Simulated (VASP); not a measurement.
## Ta(110) over its thickness

How many layers does a slab of Ta(110) need before surface energy, work function and relaxation settle?

Method: PBE; plane waves and PAW (Ta), in VASP 6.6.1.

Most raw output is cut from this account.

## 1. The structure

Symmetry: Im-3m, No. 229, cubic system. Conventional cell: a = 3.310 Å, b = 3.310 Å, c = 3.310 Å, α = 90.00°, β = 90.00°, γ = 90.00°. Ta has 8 Ta at 2.87 Å nearest.

As a file:

```xyz
1
Lattice="-1.6550 1.6550 1.6550 1.6550 -1.6550 1.6550 1.6550 1.6550 -1.6550" Properties=species:S:1:pos:R:3 pbc="T T T"
Ta    0.0000    0.0000    0.0000
```

## 2. The bulk reference, job relaxation, k-mesh 16×16×16

The bulk crystal is relaxed first, so that the slabs are cut at this functional's lattice.

Contents of INCAR:

```
SYSTEM = Ta
PREC = Accurate
ENCUT = 420
EDIFF = 1E-06
NELM = 120
ISMEAR = 1
SIGMA = 0.15
LREAL = .FALSE.
ALGO = Normal
GGA = PE
NBANDS = 8
LASPH = .TRUE.
LORBIT = 11
LWAVE = .FALSE.
LCHARG = .FALSE.
KPAR = 4
IBRION = 2
NSW = 30
ISIF = 3
EDIFFG = -0.01
POTIM = 0.4
```

Contents of POSCAR:

```
Ta
1.0
   -1.6550000000      1.6550000000      1.6550000000
    1.6550000000     -1.6550000000      1.6550000000
    1.6550000000      1.6550000000     -1.6550000000
Ta
1
Direct
    0.0000000000      0.0000000000      0.0000000000
```

Contents of KPOINTS:

```
Automatic mesh
0
Gamma
16 16 16
0 0 0
```

The projector-augmented-wave data sets are Ta (PBE family, release 64).

Command:

```bash
$ mpirun -np 4 vasp_std
```

Elapsed: 3.6 s, on 4 MPI ranks of Intel Xeon 6975P-C (Granite Rapids), shared host; peak memory 0.52 GiB.

This run has no spin polarisation. Its electron count is odd, so without a moment it is a metal by construction. The data set Ta keeps the semicore shell frozen, which is cheaper and a little less accurate. The run keeps the 48 symmetry operations of its start, so it cannot find a distortion of lower symmetry.

Little changed from the start: no atom moved by 0.005 Å and no cell edge by 0.1 %.

This step gave:

```
electronic cycles       : 11
electrons               : 5
free energy (TOTEN)     : -11.86 eV
energy at zero smearing : -11.86 eV
Fermi energy            : 5.678 eV
metallic                : yes
```

The start already met the threshold, so nothing moved.

Energy at zero smearing: -11.85869 eV.

## 3. The bulk reference, job self-consistent run, k-mesh 20×20×20

Contents of INCAR:

```
SYSTEM = Ta
PREC = Normal
ENCUT = 320
EDIFF = 1E-06
NELM = 120
ISMEAR = 1
SIGMA = 0.15
LREAL = .FALSE.
ALGO = Fast
GGA = PE
NBANDS = 8
LASPH = .TRUE.
LORBIT = 11
LWAVE = .FALSE.
LCHARG = .FALSE.
KPAR = 4
```

POSCAR is that of step 2.

Contents of KPOINTS:

```
Automatic mesh
0
Gamma
20 20 20
0 0 0
```

Command:

```bash
$ mpirun -np 4 vasp_std
```

The job ended after 3.6 s (4 MPI ranks; peak memory 0.46 GiB).

Numbers from this step:

| Quantity | Value |
| --- | --- |
| electronic cycles | 14 |
| Fermi energy | 5.676 eV |

Energy at zero smearing: -11.86120 eV.

The run ends at a pressure of -0.51 GPa.

## 4. Relaxing the slab, layers 4

System of this step: Ta(110). The cell holds 4 atoms: 4 Ta. Its edges and angles: a = 3.310 Å, b = 2.867 Å, c = 22.022 Å, α = 90.0°, β = 90.0°, γ = 54.7°. It derives from Ta. 4 layers of bcc Ta, cut at this functional's lattice. Vacuum lies along c.

All atoms relax at the fixed cell.

INCAR: that of step 3 with these lines changed.

```diff
@@ -10,3 +10,3 @@
 GGA = PE
-NBANDS = 8
+NBANDS = 16
 LASPH = .TRUE.
@@ -16 +16,7 @@
 KPAR = 4
+IBRION = 2
+NSW = 50
+ISIF = 2
+EDIFFG = -0.01
+POTIM = 0.4
+MAXMIX = 40
```

Contents of POSCAR:

```
Ta
1.0
    3.3100000000      0.0000000000      0.0000000000
    1.6550000000      2.3405234457      0.0000000000
    0.0000000000      0.0000000000     22.0215703372
Ta
4
Direct
    0.5000000000      0.0000000000      0.3405751700
    0.0000000000      0.0000000000      0.4468583900
    0.5000000000      0.0000000000      0.5531416100
    0.0000000000      0.0000000000      0.6594248300
```

Contents of KPOINTS:

```
Automatic mesh
0
Gamma
14 14 1
0 0 0
```

Command:

```bash
$ mpirun -np 4 vasp_std
```

The job ended after 52 s (4 MPI ranks; peak memory 0.8 GiB; 3.4 min of CPU time).

The run keeps the 8 symmetry operations of its start, so it cannot find a distortion of lower symmetry.

Step by step:

```csv
step,energy less that of the first step (eV),largest force (eV/Å)
1,0.0000,0.5396
2,-0.0273,0.4048
3,-0.0448,0.2379
4,-0.0463,0.2429
5,-0.0550,0.1968
6,-0.0686,0.0394
7,-0.0689,0.0074
```

The atoms that moved most (Å):

| atom | dx | dy | dz | length |
| --- | --- | --- | --- | --- |
| Ta1 | 0.000 | 0.000 | 0.128 | 0.128 |
| Ta4 | 0.000 | 0.000 | -0.128 | 0.128 |

The relaxed structure:

```cif
data_structure
_symmetry_space_group_name_H-M 'P 1'
_symmetry_Int_Tables_number 1
_cell_length_a 3.3100
_cell_length_b 2.8665
_cell_length_c 22.0216
_cell_angle_alpha 90.000
_cell_angle_beta 90.000
_cell_angle_gamma 54.736
_cell_volume 170.60
loop_
_atom_site_label
_atom_site_type_symbol
_atom_site_fract_x
_atom_site_fract_y
_atom_site_fract_z
_atom_site_occupancy
Ta1 Ta 0.50000 0.00000 0.34640 1
Ta2 Ta 0.00000 0.00000 0.44681 1
Ta3 Ta 0.50000 0.00000 0.55319 1
Ta4 Ta 0.00000 0.00000 0.65360 1
```

Numbers from this step:

- electronic cycles: 74
- electrons: 20
- free energy (TOTEN): -45.18 eV
- energy at zero smearing: -45.18 eV
- Fermi energy: -0.125 eV

The run ended after 7 ionic steps, 0.069 eV below its first step, once the forces on the free atoms met EDIFFG = -0.01.

## 5. The vacuum level, layers 4

A static run writes the electrostatic potential without exchange and correlation (LVHAR), which is flat in the vacuum and gives the level to count from. The dipole correction cancels the field that unlike faces would set up across the vacuum.

INCAR: that of step 4 with these lines changed.

```diff
@@ -16,7 +16,6 @@
 KPAR = 4
-IBRION = 2
-NSW = 50
-ISIF = 2
-EDIFFG = -0.01
-POTIM = 0.4
-MAXMIX = 40
+IDIPOL = 3
+LDIPOL = .TRUE.
+DIPOL = 0.5 0.5 0.5
+LVHAR = .TRUE.
+LVACPOTAV = .TRUE.
```

Contents of POSCAR:

```
Ta
1.0
    3.3100000000      0.0000000000      0.0000000000
    1.6550000000      2.3405234457      0.0000000000
    0.0000000000      0.0000000000     22.0215703372
Ta
4
Direct
    0.5000000000      0.0000000000      0.3464000301
    0.0000000000      0.0000000000      0.4468116422
    0.5000000000      0.0000000000      0.5531883578
    0.0000000000      0.0000000000      0.6535999699
```

KPOINTS is that of step 4.

Command:

```bash
$ mpirun -np 4 vasp_std
```

It took 18 s on 4 MPI ranks; peak memory 0.74 GiB; 67 s of CPU time.

This step gave:

```yaml
electronic_cycles: 24
fermi_energy: -0.1254 eV
dipole_moment: 0, 0, 0 e·Å
vacuum_levels: 4.635, 4.635 eV
work_functions_of_the_upper_and_lower_face: 4.760, 4.760 eV
```

Zero at the Fermi level. Table of planar average of the electrostatic potential by height:

height (Å), planar average of the electrostatic potential (eV) and a bar from the least value:
```
      0.0       4.76 ##############################
      0.5       4.76 ##############################
      1.0       4.76 ##############################
      1.5       4.76 ##############################
      2.0       4.76 ##############################
      2.5       4.76 ##############################
      3.0       4.76 ##############################
      3.5       4.76 ##############################
      4.0       4.75 ##############################
      4.5       4.71 ##############################
      5.0       4.60 ##############################
      5.5       4.24 #############################
      6.0       3.12 ###########################
      6.5      -0.17 ####################
      7.0      -5.97 ########
      7.5      -9.75 
      8.0      -8.16 ###
      8.5      -3.32 #############
      9.0      -3.55 #############
      9.5      -8.30 ###
     10.0      -9.40 #
     10.5      -5.02 ##########
     11.0      -1.29 ##################
     11.5      -4.77 ##########
     12.0      -9.29 #
     12.5      -8.48 ###
     13.0      -3.72 #############
     13.5      -3.19 ##############
     14.0      -7.98 ####
     14.5      -9.81 
     15.0      -6.20 #######
     15.5      -0.39 ###################
     16.0       3.03 ##########################
     16.5       4.21 #############################
     17.0       4.59 ##############################
     17.5       4.71 ##############################
     18.0       4.75 ##############################
     18.5       4.76 ##############################
     19.0       4.76 ##############################
     19.5       4.76 ##############################
     20.0       4.76 ##############################
     20.5       4.76 ##############################
     21.0       4.76 ##############################
     21.5       4.76 ##############################
```

The vacuum level lies 4.76 eV above the Fermi level at the upper face; both faces agree, as the slab has next to no dipole.

The program found no field-free point at its default tolerance, but its printed level agrees with the flat part of the planar average.

## 6. Surface relaxation, layers 5

System of this step: Ta(110). The cell holds 5 atoms: 5 Ta. Its edges and angles: a = 3.310 Å, b = 2.867 Å, c = 24.362 Å, α = 90.0°, β = 90.0°, γ = 54.7°. It derives from Ta. 5 layers of bcc Ta, cut at this functional's lattice. Vacuum lies along c.

Contents of INCAR:

```
SYSTEM = Ta
PREC = Normal
ENCUT = 320
EDIFF = 1E-06
NELM = 120
ISMEAR = 1
SIGMA = 0.15
LREAL = .FALSE.
ALGO = Fast
GGA = PE
NBANDS = 18
LASPH = .TRUE.
LORBIT = 11
LWAVE = .FALSE.
LCHARG = .FALSE.
KPAR = 4
IBRION = 2
NSW = 50
ISIF = 2
EDIFFG = -0.01
POTIM = 0.4
MAXMIX = 40
```

Contents of POSCAR:

```
Ta
1.0
    3.3100000000      0.0000000000      0.0000000000
    1.6550000000      2.3405234457      0.0000000000
    0.0000000000      0.0000000000     24.3620937829
Ta
5
Direct
    0.0000000000      0.0000000000      0.3078553100
    0.5000000000      0.0000000000      0.4039276600
    0.0000000000      0.0000000000      0.5000000000
    0.5000000000      0.0000000000      0.5960723400
    0.0000000000      0.0000000000      0.6921446900
```

KPOINTS is that of step 5.

Command:

```bash
$ mpirun -np 4 vasp_std
```

The job ended after 90 s (4 MPI ranks; peak memory 0.92 GiB).

Step by step:

```csv
step,energy less that of the first step (eV),largest force (eV/Å)
1,0.0000,0.5410
2,-0.0314,0.3997
3,-0.0528,0.1534
4,-0.0528,0.1398
5,-0.0561,0.1255
6,-0.0638,0.0846
7,-0.0678,0.0342
8,-0.0683,0.0156
9,-0.0683,0.0135
10,-0.0683,0.0128
11,-0.0683,0.0027
```

The atoms that moved most (Å):

```csv
atom,dx,dy,dz,length
Ta1,0.000,0.000,0.124,0.124
Ta5,0.000,0.000,-0.124,0.124
Ta4,0.000,0.000,-0.005,0.005
Ta2,0.000,0.000,0.005,0.005
```

The relaxed structure:

```xyz
5
Lattice="3.3100 0.0000 0.0000 1.6550 2.3405 0.0000 0.0000 0.0000 24.3621" Properties=species:S:1:pos:R:3
Ta    0.0000    0.0000    7.6238
Ta    1.6550    0.0000    9.8459
Ta    0.0000    0.0000   12.1810
Ta    1.6550    0.0000   14.5162
Ta    0.0000    0.0000   16.7383
```

The run ended after 11 ionic steps, 0.068 eV below its first step, once the forces on the free atoms met EDIFFG = -0.01.

## 7. The vacuum level, layers 5

INCAR: that of step 6 with these lines changed.

```diff
@@ -16,7 +16,6 @@
 KPAR = 4
-IBRION = 2
-NSW = 50
-ISIF = 2
-EDIFFG = -0.01
-POTIM = 0.4
-MAXMIX = 40
+IDIPOL = 3
+LDIPOL = .TRUE.
+DIPOL = 0.5 0.5 0.5
+LVHAR = .TRUE.
+LVACPOTAV = .TRUE.
```

Contents of POSCAR:

```
Ta
1.0
    3.3100000000      0.0000000000      0.0000000000
    1.6550000000      2.3405234457      0.0000000000
    0.0000000000      0.0000000000     24.3620937829
Ta
5
Direct
    0.0000000000      0.0000000000      0.3129359451
    0.5000000000      0.0000000000      0.4041479182
    0.0000000000      0.0000000000      0.5000000000
    0.5000000000      0.0000000000      0.5958520818
    0.0000000000      0.0000000000      0.6870640549
```

KPOINTS is that of step 6.

Command:

```bash
$ mpirun -np 4 vasp_std
```

It took 26 s on 4 MPI ranks; peak memory 0.81 GiB.

The vacuum level lies 4.74 eV above the Fermi level at the upper face; both faces agree, as the slab has next to no dipole.

The program found no field-free point at its default tolerance, but its printed level agrees with the flat part of the planar average.

## 8. Surface relaxation, layers 6

System of this step: Ta(110). The cell holds 6 atoms: 6 Ta. Cell: a = 3.310 Å, b = 2.867 Å, c = 26.703 Å, α = 90.0°, β = 90.0°, γ = 54.7°. It derives from Ta. 6 layers of bcc Ta, cut at this functional's lattice. Vacuum lies along c.

Contents of INCAR:

```
SYSTEM = Ta
PREC = Normal
ENCUT = 320
EDIFF = 1E-06
NELM = 120
ISMEAR = 1
SIGMA = 0.15
LREAL = .FALSE.
ALGO = Fast
GGA = PE
NBANDS = 21
LASPH = .TRUE.
LORBIT = 11
LWAVE = .FALSE.
LCHARG = .FALSE.
KPAR = 4
IBRION = 2
NSW = 50
ISIF = 2
EDIFFG = -0.01
POTIM = 0.4
MAXMIX = 40
```

Contents of POSCAR:

```
Ta
1.0
    3.3100000000      0.0000000000      0.0000000000
    1.6550000000      2.3405234457      0.0000000000
    0.0000000000      0.0000000000     26.7026172286
Ta
6
Direct
    0.5000000000      0.0000000000      0.2808713400
    0.0000000000      0.0000000000      0.3685228100
    0.5000000000      0.0000000000      0.4561742700
    0.0000000000      0.0000000000      0.5438257300
    0.5000000000      0.0000000000      0.6314771900
    0.0000000000      0.0000000000      0.7191286600
```

KPOINTS is that of step 7.

Command:

```bash
$ mpirun -np 4 vasp_std
```

Run time: 2 min. Hardware: 4 MPI ranks; peak memory 0.9 GiB; 8 min of CPU time.

Step by step:

```
step  energy less that of the first step (eV)  largest force (eV/Å)
   1                                   0.0000                0.5410
   2                                  -0.0332                0.4038
   3                                  -0.0582                0.1111
   4                                  -0.0584                0.1111
   5                                  -0.0603                0.0924
   6                                  -0.0635                0.0924
   7                                  -0.0638                0.1263
   8                                  -0.0657                0.1024
   9                                  -0.0690                0.0175
  10                                  -0.0692                0.0192
  11                                  -0.0692                0.0092
```

The atoms that moved most (Å):

| atom | dx | dy | dz | length |
| --- | --- | --- | --- | --- |
| Ta6 | 0.000 | 0.000 | -0.122 | 0.122 |
| Ta1 | 0.000 | 0.000 | 0.122 | 0.122 |
| Ta3 | 0.000 | 0.000 | 0.007 | 0.007 |
| Ta4 | 0.000 | 0.000 | -0.007 | 0.007 |

Final coordinates:

```xyz
6
Lattice="3.3100 0.0000 0.0000 1.6550 2.3405 0.0000 0.0000 0.0000 26.7026" Properties=species:S:1:pos:R:3
Ta    1.6550    0.0000    7.6216
Ta    0.0000    0.0000    9.8428
Ta    1.6550    0.0000   12.1879
Ta    0.0000    0.0000   14.5148
Ta    1.6550    0.0000   16.8598
Ta    0.0000    0.0000   19.0810
```

The run ended after 11 ionic steps, 0.069 eV below its first step, once the forces on the free atoms met EDIFFG = -0.01.

## 9. The vacuum level, layers 6

INCAR: that of step 8 with these lines changed.

```diff
@@ -16,7 +16,6 @@
 KPAR = 4
-IBRION = 2
-NSW = 50
-ISIF = 2
-EDIFFG = -0.01
-POTIM = 0.4
-MAXMIX = 40
+IDIPOL = 3
+LDIPOL = .TRUE.
+DIPOL = 0.5 0.5 0.5
+LVHAR = .TRUE.
+LVACPOTAV = .TRUE.
```

Contents of POSCAR:

```
Ta
1.0
    3.3100000000      0.0000000000      0.0000000000
    1.6550000000      2.3405234457      0.0000000000
    0.0000000000      0.0000000000     26.7026172286
Ta
6
Direct
    0.5000000000      0.0000000000      0.2854257143
    0.0000000000      0.0000000000      0.3686092113
    0.5000000000      0.0000000000      0.4564295458
    0.0000000000      0.0000000000      0.5435704542
    0.5000000000      0.0000000000      0.6313907887
    0.0000000000      0.0000000000      0.7145742857
```

KPOINTS is that of step 8.

Command:

```bash
$ mpirun -np 4 vasp_std
```

Run time: 35 s. Hardware: 4 MPI ranks; peak memory 0.88 GiB.

The planar average of the electrostatic potential oscillates, so the rows of the table below give means over windows of 2.28 Å about each position, cut where the curve ends. Its maxima inside the range that stand out by 2 % of the span (Å: eV): 8.8: -2.37, 11.0: -1.29, 13.4: -1.42, 15.7: -1.29, 17.9: -2.37. Its minima: 7.6: -9.90, 9.8: -9.77, 12.2: -9.66, 14.5: -9.66, 16.9: -9.77, 19.1: -9.90.

Zero at the Fermi level. Planar average of the electrostatic potential against height; means over each step:

```csv
height (Å),planar average of the electrostatic potential (eV)
1.14,4.72
3.42,4.71
5.70,2.72
7.98,-6.26
10.26,-5.80
12.54,-5.78
14.82,-5.77
17.10,-6.07
19.38,-5.57
21.66,4.24
23.94,4.72
26.22,4.72
```

The vacuum level lies 4.72 eV above the Fermi level at the upper face; both faces agree, as the slab has next to no dipole.

The program found no field-free point at its default tolerance, but its printed level agrees with the flat part of the planar average.

## 10. Surface relaxation, layers 7

System of this step: Ta(110). The cell holds 7 atoms: 7 Ta. Cell: a = 3.310 Å, b = 2.867 Å, c = 29.043 Å, α = 90.0°, β = 90.0°, γ = 54.7°. It derives from Ta. 7 layers of bcc Ta, cut at this functional's lattice. Vacuum lies along c.

Contents of INCAR:

```
SYSTEM = Ta
PREC = Normal
ENCUT = 320
EDIFF = 1E-06
NELM = 120
ISMEAR = 1
SIGMA = 0.15
LREAL = .FALSE.
ALGO = Fast
GGA = PE
NBANDS = 24
LASPH = .TRUE.
LORBIT = 11
LWAVE = .FALSE.
LCHARG = .FALSE.
KPAR = 4
IBRION = 2
NSW = 50
ISIF = 2
EDIFFG = -0.01
POTIM = 0.4
MAXMIX = 40
```

Contents of POSCAR:

```
Ta
1.0
    3.3100000000      0.0000000000      0.0000000000
    1.6550000000      2.3405234457      0.0000000000
    0.0000000000      0.0000000000     29.0431406744
Ta
7
Direct
    0.0000000000      0.0000000000      0.2582365300
    0.5000000000      0.0000000000      0.3388243600
    0.0000000000      0.0000000000      0.4194121800
    0.5000000000      0.0000000000      0.5000000000
    0.0000000000      0.0000000000      0.5805878200
    0.5000000000      0.0000000000      0.6611756400
    0.0000000000      0.0000000000      0.7417634700
```

KPOINTS is that of step 9.

Command:

```bash
$ mpirun -np 4 vasp_std
```

Run time: 2.9 min. Hardware: 4 MPI ranks; peak memory 1 GiB; 12 min of CPU time.

The steps of the relaxation:

```
step  energy less that of the first step (eV)  largest force (eV/Å)
   1                                   0.0000                0.5387
   2                                  -0.0329                0.3794
   3                                  -0.0560                0.1094
   4                                  -0.0562                0.1109
   5                                  -0.0586                0.0798
   6                                  -0.0600                0.0571
   7                                  -0.0607                0.0519
   8                                  -0.0623                0.0393
   9                                  -0.0640                0.0175
  10                                  -0.0641                0.0160
  11                                  -0.0640                0.0279
  12                                  -0.0641                0.0003
```

The atoms that moved most (Å):

```csv
atom,dx,dy,dz,length
Ta1,0.000,0.000,0.114,0.114
Ta7,0.000,0.000,-0.114,0.114
```

Final coordinates:

```
Ta
1.0
     3.31000    0.00000    0.00000
     1.65500    2.34052    0.00000
     0.00000    0.00000   29.04314
Ta
7
Cartesian
  0.0000 0.0000 7.6143
  1.6550 0.0000 9.8381
  0.0000 0.0000 12.1814
  1.6550 0.0000 14.5216
  0.0000 0.0000 16.8617
  1.6550 0.0000 19.2050
  0.0000 0.0000 21.4288
```

The run ended after 12 ionic steps, 0.064 eV below its first step, once the forces on the free atoms met EDIFFG = -0.01.

## 11. The vacuum level, layers 7

INCAR: that of step 10 with these lines changed.

```diff
@@ -16,7 +16,6 @@
 KPAR = 4
-IBRION = 2
-NSW = 50
-ISIF = 2
-EDIFFG = -0.01
-POTIM = 0.4
-MAXMIX = 40
+IDIPOL = 3
+LDIPOL = .TRUE.
+DIPOL = 0.5 0.5 0.5
+LVHAR = .TRUE.
+LVACPOTAV = .TRUE.
```

Contents of POSCAR:

```
Ta
1.0
    3.3100000000      0.0000000000      0.0000000000
    1.6550000000      2.3405234457      0.0000000000
    0.0000000000      0.0000000000     29.0431406744
Ta
7
Direct
    0.0000000000      0.0000000000      0.2621724131
    0.5000000000      0.0000000000      0.3387424132
    0.0000000000      0.0000000000      0.4194248323
    0.5000000000      0.0000000000      0.5000000000
    0.0000000000      0.0000000000      0.5805751677
    0.5000000000      0.0000000000      0.6612575868
    0.0000000000      0.0000000000      0.7378275869
```

KPOINTS is that of step 10.

Command:

```bash
$ mpirun -np 4 vasp_std
```

Elapsed: 41 s, on 4 MPI ranks; peak memory 0.96 GiB; 2.6 min of CPU time.

The planar average of the electrostatic potential oscillates, so the rows of the table below give means over windows of 2.27 Å about each position, cut where the curve ends. Its maxima inside the range that stand out by 2 % of the span (Å: eV): 8.7: -2.28, 11.0: -1.30, 13.4: -1.34, 15.7: -1.34, 18.0: -1.30, 20.3: -2.28. Its minima: 7.6: -9.92, 9.9: -9.79, 12.1: -9.67, 14.5: -9.72, 16.9: -9.67, 19.2: -9.79, 21.4: -9.92.

Zero at the Fermi level. The planar average of the electrostatic potential by height; means over each step:

```csv
height (Å),planar average of the electrostatic potential (eV)
1.14,4.73
3.41,4.72
5.68,2.81
7.95,-6.26
10.22,-5.82
12.49,-5.79
14.76,-5.81
17.03,-5.82
19.30,-6.02
21.57,-5.92
23.84,4.03
26.11,4.72
28.38,4.73
```

The vacuum level lies 4.73 eV above the Fermi level at the upper face; both faces agree, as the slab has next to no dipole.

The program found no field-free point at its default tolerance, but its printed level agrees with the flat part of the planar average.

(Continued in part 2 of 3.)

[Lines on the potential files, build, host, timing and source positions are cut from VASP's logs without a mark.]

[Logs are printed without paths, hosts, clocks, repeated set-up lines and the standing remarks that a program may print on its own settings, such as how far it seeks lower states.]

[Hosts, paths, dates, database ids (printed as entryN), source tags and the programs' standing remarks are cut or masked in the printed files.]

[Runs that stopped without an error message from VASP are left out.]
